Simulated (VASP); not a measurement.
Here is the system:

```xyz
5
Lattice="2.8007 1.6170 2.2900 -2.8007 1.6170 2.2900 0.0000 -3.2340 2.2900" Properties=species:S:1:pos:R:3 pbc="T T T"
Ba     0.0000     0.0000     6.8612
Ti     0.0000     0.0000     3.4904
O     -1.3870     0.8008     4.4983
O      0.0000    -1.6015     4.4983
O      1.3870     0.8008     4.4983
```

Computed with LDA (Ceperley-Alder, Perdew-Zunger), VASP's LDA PAW potentials (set 64) (plane waves; VASP 6.6.1). Settings: 520 eV cut-off, 7×7×7 Γ-centred mesh, Gaussian smearing of 0.010 eV, potentials Ba_sv Ti_sv O.

### Question
Estimate the energy per atom (σ→0).

### Answer

```json
{
 "energy per atom (σ→0)": "-8.833 eV/atom"
}
```

Only differences to runs with the same potentials and settings are physical.

The structure comes from a computed database's BaTiO3 entry (R3m); how it stands against other phases isn't given here. It was relaxed first, which changed the volume by -5 %.
